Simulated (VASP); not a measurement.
# BeZn2Te3 (I-4m2) in VASP: a series of runs

One crystal, BeZn2Te3, is run at these levels: PBE; tasks: relaxation of cell and atoms.

Everything below comes from runs of VASP 6.6.1. Logs are shortened: lines on timing, memory, paths and dates and some standing lists are left out, and cuts for length are marked.

### Step 1. The crystal as given

The structure is tetragonal, space group I-4m2 (No. 119). The conventional cell has a = 4.256 Å, b = 4.256 Å, c = 18.164 Å, α = 90.00°, β = 90.00°, γ = 90.00°. Be (site symmetry -4m2) has 4 Te at 2.51 Å as nearest neighbours. Zn (site symmetry 2mm) is surrounded by 4 Te at 2.66 Å. Around Te (site symmetry -4m2) lie 4 Zn at 2.66 Å. Te (site symmetry 2mm) has 2 Be at 2.51 Å and 2 Zn at 2.66 Å as nearest neighbours.

The cell was built by a generator and needn't be a form met in nature.

### Step 2. Relaxation of cell and atoms, PBE

Input file INCAR:

```
PREC = Accurate
ENCUT = 520
EDIFF = 1E-6
ISMEAR = 0
SIGMA = 0.03
LREAL = F
LASPH = T
NELM = 120
ALGO = Normal
ISIF = 3
LWAVE = F
LCHARG = F
GGA = PE
IBRION = 2
NSW = 90
EDIFFG = -0.01
KPAR = 4
```

Input file KPOINTS:

```
regular mesh
0
Gamma
  8 8 8
```

Input file POSCAR:

```
BeZn2Te3
1.0
   -2.1280000000      2.1280000000      9.0820000000
    2.1280000000     -2.1280000000      9.0820000000
    2.1280000000      2.1280000000     -9.0820000000
Be Zn Te
1 2 3
Direct
    0.0000000000      0.0000000000      0.0000000000
    0.6616934600      0.6616934600      0.0000000000
    0.3383065400      0.3383065400      0.0000000000
    0.2500000000      0.7500000000      0.5000000000
    0.5734419700      0.0734419700      0.5000000000
    0.9265580300      0.4265580300      0.5000000000
```

Potentials or basis: VASP PAW PBE potentials, release 64 (Be, Zn, Te).

The run is started by

```sh
$ cat potpaw_PBE.64/Be/POTCAR potpaw_PBE.64/Zn/POTCAR potpaw_PBE.64/Te/POTCAR > POTCAR
$ mpirun -np 4 vasp_std > vasp.out
```

OUTCAR:

```text
PREC = Accurate
   ENCUT = 520
   EDIFF = 1E-6
   ISMEAR = 0
   LREAL = F
   LASPH = T
   NELM = 120
   ISIF = 3
   GGA = PE
   IBRION = 2
   NSW = 90
   EDIFFG = -0.01

 ion  position               nearest neighbor table
   1  0.000  0.000  0.000-   6 2.51   5 2.51   5 2.51   6 2.51
   2  0.662  0.662  0.000-   5 2.66   5 2.66   4 2.66   4 2.66
   3  0.338  0.338  0.000-   6 2.66   6 2.66   4 2.66   4 2.66
   4  0.250  0.750  0.500-   2 2.66   3 2.66   3 2.66   2 2.66
   5  0.573  0.073  0.500-   1 2.51   1 2.51   2 2.66   2 2.66
   6  0.927  0.427  0.500-   1 2.51   1 2.51   3 2.66   3 2.66

  LATTYP: Found a body centered tetragonal cell.
 ALAT       =     4.2560000000
 C/A-ratio  =     4.2678571429

  Lattice vectors:

 A1 = (  -2.1280000000,   2.1280000000,   9.0820000000)
 A2 = (   2.1280000000,  -2.1280000000,   9.0820000000)
 A3 = (   2.1280000000,   2.1280000000,  -9.0820000000)

Analysis of symmetry for initial positions (statically):
=====================================================================
 Subroutine PRICEL returns:
 Original cell was already a primitive cell.

 Routine SETGRP: Setting up the symmetry group for a
 body centered tetragonal supercell.

 Subroutine GETGRP returns: Found  8 space group operations
 (whereof  8 operations were pure point group operations)
 out of a pool of 16 trial point group operations.

The static configuration has the point symmetry D_2d.

Analysis of symmetry for dynamics (positions and initial velocities):
=====================================================================
 Subroutine PRICEL returns:
 Original cell was already a primitive cell.

 Routine SETGRP: Setting up the symmetry group for a
 body centered tetragonal supercell.

 Subroutine GETGRP returns: Found  8 space group operations
 (whereof  8 operations were pure point group operations)
 out of a pool of 16 trial point group operations.

The dynamic configuration has the point symmetry D_2d.

 Subroutine INISYM returns: Found  8 space group operations
 (whereof  8 operations are pure point group operations),
 and found     1 'primitive' translations

----------------------------------------------------------------------------------------

                                     Primitive cell

  volume of cell :     164.5071

  direct lattice vectors                    reciprocal lattice vectors
    -2.128000000  2.128000000  9.082000000     0.000000000  0.234962406  0.055053953
     2.128000000 -2.128000000  9.082000000     0.234962406  0.000000000  0.055053953
[... 99 lines left out ...]
   ISIF   =      3    stress and relaxation
   ISYM   =      2    0-nonsym 1-usesym 2-fastsym
   POTIM  = 0.5000    time-step for ionic-motion
   TEBEG  =    0.0;   TEEND  =   0.0 temperature during run
   PSTRESS=    0.0 pullay stress
   NELECT =      44.0000    total number of electrons
   NUPDOWN=      -1.0000    fix difference up-down
   EMIN   =  10.00;   EMAX   =-10.00  energy-range for DOS
   EFERMI =   0.00;   METHOD = LEGACY
   ISMEAR =     0;   SIGMA  =   0.03  broadening in eV -4-tet -1-fermi 0-gaus
   EFERMI_NEDOS =   21; number of points for ismear=-14 and -15
   IALGO  =     38    algorithm
   IMIX   =      4    mixing-type and parameters
     AMIX     =   0.40;   BMIX     =  1.00
     AMIX_MAG =   1.60;   BMIX_MAG =  1.00
  volume/ion in A,a.u.               =      27.42       185.02
  Fermi-wavevector in a.u.,A,eV,Ry     =   1.054785  1.993256 15.137467  1.112572
  Thomas-Fermi vector in A             =   2.189959
   LORBIT       =      0    0 simple, 1 ext, 2 COOP (PROOUT), +10 PAW based schemes
   GGA     = PE    functional components
   LHFCALC =     F    Hartree Fock is set to
   AEXX    =    0.0000 exact exchange contribution
   IVDW    =     0    specifies the selected vdW correction
   LEPSILON=     F    determine dielectric tensor
   LRPA    =     F    only Hartree local field effects (RPA)
 conjugate gradient relaxation of ions
 non-spin polarized calculation
 Gauss-broadening in eV      SIGMA  =   0.03
  energy-cutoff  :      520.00
  volume of cell :      164.51
 maximum number of plane-waves:      4452
   NGX = 35   NGY = 35   NGZ = 35

--------------------------------------- Ionic step        1  -------------------------------------------

 number of electron      43.9999993 magnetization

 Free energy of the ion-electron system (eV)
  ---------------------------------------------------
  ext. energy  EPLUGINS =         0.00000000
  ---------------------------------------------------
  free energy    TOTEN  =       -17.87319315 eV

  energy without entropy =      -17.87319315  energy(sigma->0) =      -17.87319315

------------------------ aborting loop because EDIFF is reached ----------------------------------------

  FORCE on cell =-STRESS in cart. coord.  units (eV):
  Direction    XX          YY          ZZ          XY          YZ          ZX
  --------------------------------------------------------------------------------------
  -------------------------------------------------------------------------------------
  Total       -0.4683663     -0.4683663     -0.3172587      0.0000000      0.0000000      0.0000000
  in kB       -4.5615397     -4.5615397     -3.0898637      0.0000000      0.0000000      0.0000000
  external PRESSURE =      -4.0709811 kB  Pullay stress =       0.0000000 kB
[... 227 lines left out ...]
--------------------------------------- Ionic step        7  -------------------------------------------

 number of electron      43.9999999 magnetization

 Free energy of the ion-electron system (eV)
  ---------------------------------------------------
  ext. energy  EPLUGINS =         0.00000000
  ---------------------------------------------------
  free energy    TOTEN  =       -17.87599559 eV

  energy without entropy =      -17.87599559  energy(sigma->0) =      -17.87599559

 E-fermi :   3.6757     XC(G=0):  -8.8603

 val. band max:        3.5072471583   @ k =   0.0000   0.0000   0.0000
 cond. band min:       5.1793507872   @ k =   0.0000   0.0000   0.0000
 fundamental gap:      1.6721036289
 Fermi energy:         3.6757358385

 k-point     1 :       0.0000    0.0000    0.0000
  band No.  band energies     occupation
      1      -8.3047      2.00000
      2      -7.4994      2.00000
      3      -7.2773      2.00000
      4      -3.3436      2.00000
      5      -3.3205      2.00000
      6      -3.3205      2.00000
[... 685 lines left out ...]
     25       7.0612      0.00000
     26       7.5902      0.00000

 [... further k-points ...]
[... 5 lines left out ...]
  --------------------------------------------------------------------------------------
  -------------------------------------------------------------------------------------
  Total        0.0186228      0.0186228      0.0211755      0.0000000      0.0000000      0.0000000
  in kB        0.1830072      0.1830072      0.2080927      0.0000000      0.0000000      0.0000000
  external PRESSURE =       0.1913690 kB  Pullay stress =       0.0000000 kB
[... 21 lines left out ...]
  FREE ENERGIE OF THE ION-ELECTRON SYSTEM (eV)
  ---------------------------------------------------
  free  energy   TOTEN  =       -17.8759955895 eV

  energy  without entropy=      -17.8759955895  energy(sigma->0) =      -17.87599559

 reached required accuracy - stopping structural energy minimisation
```

It took 7.7 min on 4 MPI ranks of Intel Xeon 6975P-C (Granite Rapids), shared host; peak memory 0.98 GiB.

Results:

```yaml
Free_energy: -17.8760 eV
Relaxed_volume: 27.17 Å³/atom
Relaxed_cell: a = 9.564 Å, b = 9.564 Å, c = 9.564 Å, α = 154.41°, β = 154.41°, γ = 36.51°
Space_group_after_relaxing_to_0.05_Å: I-4m2 (No. 119)
Energy_gained_by_relaxing: 0.5 meV/atom
Ionic_steps: 7
Pressure_after_relaxing: 0.0 GPa
Largest_force_after_relaxing: 0.006 eV/Å
Band_gap_on_the_k_mesh: 1.67 eV, direct
```

Forces in eV/Å, atoms in the order of the input:
```
Be   0.000  0.000  0.000
Zn   0.000  0.000 -0.002
Zn   0.000  0.000  0.002
Te   0.000  0.000  0.000
Te   0.000  0.000  0.006
Te   0.000  0.000 -0.006
```

The path:
```tsv
step	energy change (eV)	largest force (eV/Å)	pressure (GPa)	volume (Å³)
1	0.0000	0.0607	-0.41	164.51
2	-0.0023	0.0421	0.07	162.85
3	-0.0023	0.0434	0.02	162.97
4	-0.0023	0.0428	0.04	162.93
5	-0.0025	0.0281	0.03	162.97
6	-0.0028	0.0187	0.00	163.05
7	-0.0028	0.0062	0.02	163.04
```

Final structure:
```
Be Zn Te
1.0
    -2.11840    2.11840    9.08264
     2.11840   -2.11840    9.08264
     2.11840    2.11840   -9.08264
Be Zn Te
1 2 3
Cartesian
  0.0000 0.0000 0.0000
  0.0000 0.0000 12.0302
  0.0000 0.0000 6.1351
  2.1184 0.0000 4.5413
  0.0000 2.1184 1.3388
  0.0000 2.1184 7.7438
```

Caveat: spin-orbit coupling is left out, which moves the levels of the heavy elements. PBE gaps usually lie below the measured ones, often by a third to a half.

### Step 3. Relaxation of cell and atoms, PBE

This run uses another cell than the first one, of 27.17 Å³/atom, 0.991 times its volume.

Input file INCAR:

```
PREC = Accurate
ENCUT = 520
EDIFF = 1E-7
ISMEAR = 0
SIGMA = 0.03
LREAL = F
LASPH = T
NELM = 120
ALGO = Normal
ISIF = 3
LWAVE = F
LCHARG = F
GGA = PE
IBRION = 2
NSW = 60
EDIFFG = -0.005
POTIM = 0.3
KPAR = 4
```

KPOINTS is that of step 2.

Input file POSCAR:

```
BeZn2Te3                                
1.0
   -2.1184003898      2.1184003898      9.0826425369
    2.1184003898     -2.1184003898      9.0826425369
    2.1184003898      2.1184003898     -9.0826425369
  Be              Zn              Te            
     1     2     3
Direct
     0.0000000000000000    0.0000000000000000    0.0000000000000000
     0.6622630964038916    0.6622630964038916    0.0000000000000000
     0.3377369035961083    0.3377369035961083    0.0000000000000000
     0.2500000000000000    0.7500000000000000    0.5000000000000000
     0.5737030012305895    0.0737030012305895    0.5000000000000000
     0.9262969987694105    0.4262969987694104    0.5000000000000000
```

Potentials or basis: VASP PAW PBE potentials, release 64 (Be, Zn, Te).

The run is started by

```sh
$ cat potpaw_PBE.64/Be/POTCAR potpaw_PBE.64/Zn/POTCAR potpaw_PBE.64/Te/POTCAR > POTCAR
$ mpirun -np 4 vasp_std > vasp.out
```

OUTCAR:

```text
PREC = Accurate
   ENCUT = 520
   EDIFF = 1E-7
   ISMEAR = 0
   LREAL = F
   LASPH = T
   NELM = 120
   ISIF = 3
   GGA = PE
   IBRION = 2
   NSW = 60
   EDIFFG = -0.005
   POTIM = 0.3

 ion  position               nearest neighbor table
   1  0.000  0.000  0.000-   5 2.51   6 2.51   5 2.51   6 2.51
   2  0.662  0.662  0.000-   4 2.65   4 2.65   5 2.66   5 2.66
   3  0.338  0.338  0.000-   4 2.65   4 2.65   6 2.66   6 2.66
   4  0.250  0.750  0.500-   3 2.65   2 2.65   3 2.65   2 2.65
   5  0.574  0.074  0.500-   1 2.51   1 2.51   2 2.66   2 2.66
   6  0.926  0.426  0.500-   1 2.51   1 2.51   3 2.66   3 2.66

  LATTYP: Found a body centered tetragonal cell.
 ALAT       =     4.2368007796
 C/A-ratio  =     4.2875004086

  Lattice vectors:

 A1 = (  -2.1184003898,   2.1184003898,   9.0826425369)
 A2 = (   2.1184003898,  -2.1184003898,   9.0826425369)
 A3 = (   2.1184003898,   2.1184003898,  -9.0826425369)

Analysis of symmetry for initial positions (statically):
[... 230 lines left out ...]
  free energy    TOTEN  =       -17.87596451 eV

  energy without entropy =      -17.87596451  energy(sigma->0) =      -17.87596451

 E-fermi :   3.6289     XC(G=0):  -8.8596

 val. band max:        3.5053554515   @ k =   0.0000   0.0000   0.0000
 cond. band min:       5.1769136422   @ k =   0.0000   0.0000   0.0000
 fundamental gap:      1.6715581907
 Fermi energy:         3.6289252599

 k-point     1 :       0.0000    0.0000    0.0000
  band No.  band energies     occupation
      1      -8.3055      2.00000
      2      -7.5000      2.00000
      3      -7.2788      2.00000
      4      -3.3447      2.00000
      5      -3.3220      2.00000
      6      -3.3220      2.00000
[... 685 lines left out ...]
     25       7.0596      0.00000
     26       7.5886      0.00000

 [... further k-points ...]
[... 5 lines left out ...]
  --------------------------------------------------------------------------------------
  -------------------------------------------------------------------------------------
  Total        0.0047176      0.0047176     -0.0062922      0.0000000      0.0000000      0.0000000
  in kB        0.0463523      0.0463523     -0.0618227      0.0000000      0.0000000      0.0000000
  external PRESSURE =       0.0102940 kB  Pullay stress =       0.0000000 kB

 VOLUME and BASIS-vectors are now :
 -----------------------------------------------------------------------------
  energy-cutoff  :      520.00
  volume of cell :      163.07
      direct lattice vectors                 reciprocal lattice vectors
    -2.118565696  2.118565696  9.082780709     0.000000000  0.236008730  0.055049221
     2.118565696 -2.118565696  9.082780709     0.236008730  0.000000000  0.055049221
     2.118565696  2.118565696 -9.082780709     0.236008730  0.236008730  0.000000000

 POSITION                                       TOTAL-FORCE (eV/Angst)
 -----------------------------------------------------------------------------------
      2.11857      2.11857      9.08278        -0.000000      0.000000      0.000000
      0.00000      0.00000     12.03033        -0.000000      0.000000     -0.000780
      2.11857      2.11857     -2.94755        -0.000000      0.000000      0.000780
      2.11857      0.00000      4.54139        -0.000000      0.000000      0.000000
      0.00000      2.11857      1.33903         0.000000     -0.000000      0.004348
      0.00000      2.11857      7.74375         0.000000     -0.000000     -0.004348
 -----------------------------------------------------------------------------------
    total drift:                               -0.000001      0.000001      0.000000

  FREE ENERGIE OF THE ION-ELECTRON SYSTEM (eV)
  ---------------------------------------------------
  free  energy   TOTEN  =       -17.8759645112 eV

  energy  without entropy=      -17.8759645112  energy(sigma->0) =      -17.87596451

 reached required accuracy - stopping structural energy minimisation
```

OSZICAR:

```text
N       E                     dE             d eps       ncg     rms          rms(c)
DAV:   1     0.258785254427E+03    0.25879E+03   -0.19063E+04  3068   0.166E+03
DAV:   2     0.407370245779E+01   -0.25471E+03   -0.24977E+03  3398   0.333E+02
DAV:   3    -0.177671572599E+02   -0.21841E+02   -0.21387E+02  3570   0.997E+01
[... 17 lines left out ...]
DAV:   1    -0.178759764493E+02   -0.15456E-04   -0.23941E-04  3724   0.191E-01    0.256E-02
DAV:   2    -0.178759668892E+02    0.95601E-05   -0.53470E-05  3798   0.129E-01    0.879E-03
DAV:   3    -0.178759653838E+02    0.15054E-05   -0.24448E-06  3504   0.119E-02    0.473E-03
DAV:   4    -0.178759645894E+02    0.79440E-06   -0.58900E-07  3200   0.447E-03    0.160E-03
DAV:   5    -0.178759645112E+02    0.78214E-07   -0.43637E-08  1674   0.361E-03
   2 F= -.17875965E+02 E0= -.17875965E+02  d E =-.349506E-05
```

CONTCAR:

```text
BeZn2Te3
   1.00000000000000
    -2.1185656957306387    2.1185656957306387    9.0827807090696009
     2.1185656957306387   -2.1185656957306387    9.0827807090696009
     2.1185656957306387    2.1185656957306387   -9.0827807090696009
  Be              Zn              Te
     1     2     3
Direct
     1.0000000000000000    1.0000000000000000    1.0000000000000000
     0.6622603113833658    0.6622603113833658    0.0000000000000000
     0.3377396886166342    0.3377396886166342    1.0000000000000000
     0.2500000000000000    0.7500000000000000    0.5000000000000000
     0.5737124375213111    0.0737124375213111    0.5000000000000000
     0.9262875624786889    0.4262875624786889    0.5000000000000000

  0.00000000E+00  0.00000000E+00  0.00000000E+00
  0.00000000E+00  0.00000000E+00  0.00000000E+00
  0.00000000E+00  0.00000000E+00  0.00000000E+00
  0.00000000E+00  0.00000000E+00  0.00000000E+00
  0.00000000E+00  0.00000000E+00  0.00000000E+00
  0.00000000E+00  0.00000000E+00  0.00000000E+00
```

It took 3.8 min on 4 MPI ranks of Intel Xeon 6975P-C (Granite Rapids), shared host; peak memory 0.94 GiB.

What came out:

```
Free energy                            : -17.8760 eV
Relaxed volume                         : 27.18 Å³/atom
Relaxed cell                           : a = 9.564 Å, b = 9.564 Å, c = 9.564 Å, α = 154.40°, β = 154.40°, γ = 36.51°
Space group after relaxing (to 0.05 Å) : I-4m2 (No. 119)
Energy gained by relaxing              : 0.0 meV/atom
Ionic steps                            : 2
Pressure after relaxing                : 0.0 GPa
Largest force after relaxing           : 0.004 eV/Å
Band gap on the k mesh                 : 1.67 eV, direct
```

Forces in eV/Å, atoms in the order of the input:
```
Be   0.000  0.000  0.000
Zn   0.000  0.000 -0.001
Zn   0.000  0.000  0.001
Te   0.000  0.000  0.000
Te   0.000  0.000  0.004
Te   0.000  0.000 -0.004
```

Final structure:
```cif
data_structure
_symmetry_space_group_name_H-M 'P 1'
_symmetry_Int_Tables_number 1
_cell_length_a 9.5642
_cell_length_b 9.5642
_cell_length_c 9.5642
_cell_angle_alpha 154.404
_cell_angle_beta 154.404
_cell_angle_gamma 36.512
_cell_volume 163.07
loop_
_atom_site_label
_atom_site_type_symbol
_atom_site_fract_x
_atom_site_fract_y
_atom_site_fract_z
_atom_site_occupancy
Be1 Be 0.00000 0.00000 0.00000 1
Zn1 Zn 0.66226 0.66226 0.00000 1
Zn2 Zn 0.33774 0.33774 0.00000 1
Te1 Te 0.25000 0.75000 0.50000 1
Te2 Te 0.57371 0.07371 0.50000 1
Te3 Te 0.92629 0.42629 0.50000 1
```

Caveat: spin-orbit coupling is left out, which moves the levels of the heavy elements.
